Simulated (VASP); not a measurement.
Output of a VASP run:

**OSZICAR**
```
       N       E                     dE             d eps       ncg     rms          rms(c)
DAV:   1    -0.318518446189E+01   -0.31852E+01   -0.67163E+03   732   0.106E+03
DAV:   2    -0.508420077852E+02   -0.47657E+02   -0.44853E+02   820   0.291E+02
DAV:   3    -0.528047631287E+02   -0.19628E+01   -0.19085E+01   736   0.379E+01
DAV:   4    -0.528749778079E+02   -0.70215E-01   -0.68998E-01   788   0.514E+00
DAV:   5    -0.528782431942E+02   -0.32654E-02   -0.32360E-02   784   0.991E-01    0.295E+01
DAV:   6    -0.507982774972E+02    0.20800E+01   -0.51245E-01   788   0.130E+01    0.164E+01
DAV:   7    -0.509823557831E+02   -0.18408E+00   -0.29700E-01   780   0.690E+00    0.603E-01
DAV:   8    -0.507087617613E+02    0.27359E+00   -0.34797E-01   740   0.616E+00    0.161E+00
DAV:   9    -0.508235189609E+02   -0.11476E+00   -0.49198E-02   664   0.239E+00    0.496E-01
DAV:  10    -0.508551352910E+02   -0.31616E-01   -0.27061E-02   764   0.162E+00    0.205E-01
DAV:  11    -0.508510508143E+02    0.40845E-02   -0.50946E-03   612   0.738E-01    0.288E-01
DAV:  12    -0.508549144581E+02   -0.38636E-02   -0.14063E-03   648   0.391E-01    0.900E-02
DAV:  13    -0.508557092210E+02   -0.79476E-03   -0.10543E-03   780   0.312E-01    0.370E-02
DAV:  14    -0.508557155037E+02   -0.62826E-05   -0.35254E-05   800   0.677E-02    0.380E-02
DAV:  15    -0.508557308875E+02   -0.15384E-04   -0.20920E-05   756   0.416E-02    0.238E-03
DAV:  16    -0.508557302902E+02    0.59735E-06   -0.72262E-07   432   0.122E-02
   1 F= -.50855730E+02 E0= -.50855001E+02  d E =-.508557E+02
       N       E                     dE             d eps       ncg     rms          rms(c)
DAV:   1    -0.508578968349E+02   -0.21659E-02   -0.47459E-02   720   0.365E+00    0.414E-01
DAV:   2    -0.508566004341E+02    0.12964E-02   -0.28480E-03   660   0.918E-01    0.169E-01
DAV:   3    -0.508561007238E+02    0.49971E-03   -0.18937E-03   792   0.829E-01    0.108E-01
DAV:   4    -0.508560884385E+02    0.12285E-04   -0.47941E-05   744   0.759E-02    0.833E-02
DAV:   5    -0.508560747947E+02    0.13644E-04   -0.10527E-04   796   0.632E-02    0.150E-02
DAV:   6    -0.508560815031E+02   -0.67083E-05   -0.14366E-05   728   0.442E-02    0.909E-03
DAV:   7    -0.508560752145E+02    0.62886E-05   -0.17439E-05   772   0.521E-02    0.349E-03
DAV:   8    -0.508560892309E+02   -0.14016E-04   -0.66376E-06   712   0.305E-02    0.830E-04
DAV:   9    -0.508560882967E+02    0.93415E-06   -0.18659E-07   328   0.523E-03
   2 F= -.50856088E+02 E0= -.50855440E+02  d E =-.358007E-03
```

**OUTCAR**
```
------------------------ aborting loop because EDIFF is reached ----------------------------------------
  FORCE on cell =-STRESS in cart. coord.  units (eV):
  Direction    XX          YY          ZZ          XY          YZ          ZX
  --------------------------------------------------------------------------------------
  Total        0.0443135      0.0443135      0.0443135     -0.0000000     -0.0000000      0.0000000
  in kB        1.0282343      1.0282343      1.0282343     -0.0000000     -0.0000000      0.0000000
  external PRESSURE =       1.0282343 kB  Pullay stress =       0.0000000 kB
  volume of cell :       69.05
      direct lattice vectors                 reciprocal lattice vectors
     0.000000000  3.256178185  3.256178185    -0.153554250  0.153554250  0.153554250
     3.256178185 -0.000000000  3.256178185     0.153554250 -0.153554250  0.153554250
     3.256178185  3.256178185 -0.000000000     0.153554250  0.153554250 -0.153554250
 POSITION                                       TOTAL-FORCE (eV/Angst)
 -----------------------------------------------------------------------------------
      6.51236      3.25618      3.25618        -0.000000     -0.000000     -0.000000
      1.62809      1.62809      1.62809        -0.000000     -0.000000     -0.000000
      4.88427      4.88427      4.88427         0.000000      0.000000      0.000000
 -----------------------------------------------------------------------------------
    total drift:                                0.000000     -0.000000     -0.000000
  FREE ENERGIE OF THE ION-ELECTRON SYSTEM (eV)
  ---------------------------------------------------
  free  energy   TOTEN  =       -50.8560882967 eV

  energy  without entropy=      -50.8541423789  energy(sigma->0) =      -50.85543966

 reached required accuracy - stopping structural energy minimisation
```
(Selected blocks of OUTCAR.)

File POSCAR:
```
ErSi2
1
    0.0000000000     3.2644948871     3.2644948871
    3.2644948871     0.0000000000     3.2644948871
    3.2644948871     3.2644948871    -0.0000000000
Er Si
1 2
Direct
  0.0000000000   0.0000000000   0.0000000000
  0.2500000000   0.2500000000   0.2500000000
  0.7500000000   0.7500000000   0.7500000000
```

Problem. Write an INCAR and KPOINTS that could have produced this output.

Solution. This is not unique; one that fits is the input of the run itself, r2SCAN meta-GGA, plane waves, VASP's PBE PAW potentials (set 64).

KPOINTS:
```
K-points
0
G
  7 7 7
0 0 0
```

### INCAR
```
LMIXTAU = .True.
LMAXMIX = 6
EDIFF = 1E-6   # SCF stop (eV)
ALGO = Normal   # blocked Davidson
LWAVE = .False.
ISMEAR = 1
EDIFFG = -0.02   # ionic stop
SYSTEM = ErSi2
ISIF = 3   # ions, shape and volume
LCHARG = .False.
METAGGA = R2SCAN
IBRION = 2
ENCUT = 400   # plane-wave cut-off (eV)
NELM = 100   # most electronic steps
LASPH = .True.   # aspherical one-centre terms
LREAL = .False.   # projection in real space or not
NSW = 60   # most ionic steps
SIGMA = 0.1   # width (eV)
PREC = Accurate
```

POTCAR, in this order: Er_3 Si (PBE.64 set). Program: vasp_std.

The 4f electrons are frozen in the core of the lanthanide potential, so 4f levels, which can set the real gap, and their magnetism are missing.

The structure was generated: ErSi2 was put into the fluorite type (Fm-3m), which need not be its known phase. This run relaxes it. Symmetry was kept, so distortions that lower it aren't found. The start is the result of an earlier pass. The electron count is odd and the run is not spin-polarised, which forces a metal.
